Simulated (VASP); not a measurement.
A convergence study with VASP on TiC (rock salt): one setting is varied, all else stays as given below, so the limit is that of these other settings.

```
TiC
1.0
    0.00000     2.16500     2.16500
    2.16500     0.00000     2.16500
    2.16500     2.16500     0.00000
Ti C
1 1
Direct
  0.00000   0.00000   0.00000
  0.50000   0.50000   0.50000
```

Level of theory: PBEsol GGA, VASP's PBE PAW potentials (set 64) (plane waves; VASP). The tightest run used: 700 eV cut-off, 24×24×24 Γ-centred mesh, tetrahedra with Blöchl corrections, potentials Ti_sv C.

**Question.** The settings run are 3×3×3 mesh; 4×4×4 mesh; 5×5×5 mesh; 6×6×6 mesh; 7×7×7 mesh; 8×8×8 mesh; 9×9×9 mesh; 10×10×10 mesh; 11×11×11 mesh; 12×12×12 mesh; 13×13×13 mesh; 14×14×14 mesh; 15×15×15 mesh; 16×16×16 mesh; 17×17×17 mesh; 18×18×18 mesh; 19×19×19 mesh; 20×20×20 mesh; 21×21×21 mesh; 22×22×22 mesh; 23×23×23 mesh; 24×24×24 mesh. From which on does the energy per atom stay within 0.002 eV/atom of the tightest run?

**Answer.** From 10×10×10 mesh on: it is off by 0.0012 there and by no more than 0.002 in any finer run, while 9×9×9 mesh is off by 0.0028.
```json
[
 {"setting": "3×3×3 mesh", "E (eV/atom)": "-9.7183", "pressure (GPa)": "-5.89", "irreducible k-points": "4", "difference judged (eV/atom)": "0.1796"},
 {"setting": "4×4×4 mesh", "E (eV/atom)": "-9.8324", "pressure (GPa)": "-6.41", "irreducible k-points": "8", "difference judged (eV/atom)": "0.0655"},
 {"setting": "5×5×5 mesh", "E (eV/atom)": "-9.8680", "pressure (GPa)": "-5.83", "irreducible k-points": "10", "difference judged (eV/atom)": "0.0299"},
 {"setting": "6×6×6 mesh", "E (eV/atom)": "-9.8850", "pressure (GPa)": "-6.23", "irreducible k-points": "16", "difference judged (eV/atom)": "0.0129"},
 {"setting": "7×7×7 mesh", "E (eV/atom)": "-9.8910", "pressure (GPa)": "-6.36", "irreducible k-points": "20", "difference judged (eV/atom)": "0.0069"},
 {"setting": "8×8×8 mesh", "E (eV/atom)": "-9.8937", "pressure (GPa)": "-6.40", "irreducible k-points": "29", "difference judged (eV/atom)": "0.0042"},
 {"setting": "9×9×9 mesh", "E (eV/atom)": "-9.8951", "pressure (GPa)": "-6.41", "irreducible k-points": "35", "difference judged (eV/atom)": "0.0028"},
 {"setting": "10×10×10 mesh", "E (eV/atom)": "-9.8967", "pressure (GPa)": "-6.36", "irreducible k-points": "47", "difference judged (eV/atom)": "0.0012"},
 {"setting": "11×11×11 mesh", "E (eV/atom)": "-9.8973", "pressure (GPa)": "-6.38", "irreducible k-points": "56", "difference judged (eV/atom)": "0.0006"},
 {"setting": "12×12×12 mesh", "E (eV/atom)": "-9.8976", "pressure (GPa)": "-6.38", "irreducible k-points": "72", "difference judged (eV/atom)": "0.0003"},
 {"setting": "13×13×13 mesh", "E (eV/atom)": "-9.8978", "pressure (GPa)": "-6.39", "irreducible k-points": "84", "difference judged (eV/atom)": "0.0002"},
 {"setting": "14×14×14 mesh", "E (eV/atom)": "-9.8978", "pressure (GPa)": "-6.38", "irreducible k-points": "104", "difference judged (eV/atom)": "0.0002"},
 {"setting": "15×15×15 mesh", "E (eV/atom)": "-9.8977", "pressure (GPa)": "-6.38", "irreducible k-points": "120", "difference judged (eV/atom)": "0.0002"},
 {"setting": "16×16×16 mesh", "E (eV/atom)": "-9.8977", "pressure (GPa)": "-6.38", "irreducible k-points": "145", "difference judged (eV/atom)": "0.0002"},
 {"setting": "17×17×17 mesh", "E (eV/atom)": "-9.8977", "pressure (GPa)": "-6.38", "irreducible k-points": "165", "difference judged (eV/atom)": "0.0002"},
 {"setting": "18×18×18 mesh", "E (eV/atom)": "-9.8978", "pressure (GPa)": "-6.38", "irreducible k-points": "195", "difference judged (eV/atom)": "0.0001"},
 {"setting": "19×19×19 mesh", "E (eV/atom)": "-9.8978", "pressure (GPa)": "-6.38", "irreducible k-points": "220", "difference judged (eV/atom)": "0.0001"},
 {"setting": "20×20×20 mesh", "E (eV/atom)": "-9.8979", "pressure (GPa)": "-6.38", "irreducible k-points": "256", "difference judged (eV/atom)": "0.0001"},
 {"setting": "21×21×21 mesh", "E (eV/atom)": "-9.8979", "pressure (GPa)": "-6.38", "irreducible k-points": "286", "difference judged (eV/atom)": "0.0000"},
 {"setting": "22×22×22 mesh", "E (eV/atom)": "-9.8979", "pressure (GPa)": "-6.38", "irreducible k-points": "328", "difference judged (eV/atom)": "0.0000"},
 {"setting": "23×23×23 mesh", "E (eV/atom)": "-9.8979", "pressure (GPa)": "-6.38", "irreducible k-points": "364", "difference judged (eV/atom)": "0.0000"},
 {"setting": "24×24×24 mesh", "E (eV/atom)": "-9.8979", "pressure (GPa)": "-6.38", "irreducible k-points": "413", "difference judged (eV/atom)": "0.0000"}
]
```

Left out are rungs that failed or repeat a setting and relaxations that didn't move; long series are thinned to 24 rows.

The compound is TiC in the rock salt structure. The cell was not relaxed at this level.
